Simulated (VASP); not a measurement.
Runs of VASP 6.6.1 on PbC2. Symmetry: I4/mmm, No. 139, tetragonal system. Conventional cell: a = 3.991 Å, b = 3.991 Å, c = 6.608 Å, α = 90.00°, β = 90.00°, γ = 90.00°. Pb (site symmetry 4/mmm) has 10 C at 2.67 to 2.89 Å as nearest neighbours. C (site symmetry 4mm) has 1 C at 1.26 Å as nearest neighbours. The cell comes from a database or a generator and needn't be the stable form of this composition.

```csv
task,cell,k mesh,cutoff (eV),smearing,gap on the mesh (eV),pressure (GPa),relaxed volume (Å³/atom),largest force (eV/Å)
single point,"I4/mmm, 17.54 Å³/atom",8 × 8 × 8,520,gaussian 0.1 eV,1.53,(b),-,0.05
relaxation of cell and atoms,relaxed,8 × 8 × 8,600,gaussian 0.1 eV,1.53,0.1,17.63,0.05
relaxation of cell and atoms,relaxed,10 × 10 × 10,600,gaussian 0.02 eV,1.58,0.0,17.65,-
single point,"I4/mmm, 17.63 Å³/atom",10 × 10 × 10,520,gaussian 0.02 eV,1.58,(a),-,0.09
```

Alike in all rows: level LDA; potentials or basis VASP PAW LDA potentials, release 64 (Pb_d, C); no spin polarisation.

**Question.** Fill in the values left out.

**Answer.** (a) 0.2; (b) 0.5.

Caveats: the standard files for N, O and F lose accuracy on very short bonds; spin-orbit coupling is left out, which as a rule narrows the gap of such compounds by several tenths of an eV; the volume moved by over 15 % at a fixed basis, so the end points are rough (some runs); the relaxation stopped at a loose force limit of 0.05 eV/Å, so its end isn't a converged minimum (some runs).

A k mesh can miss the band edges, and the runs leave out spin-orbit coupling on Pb.
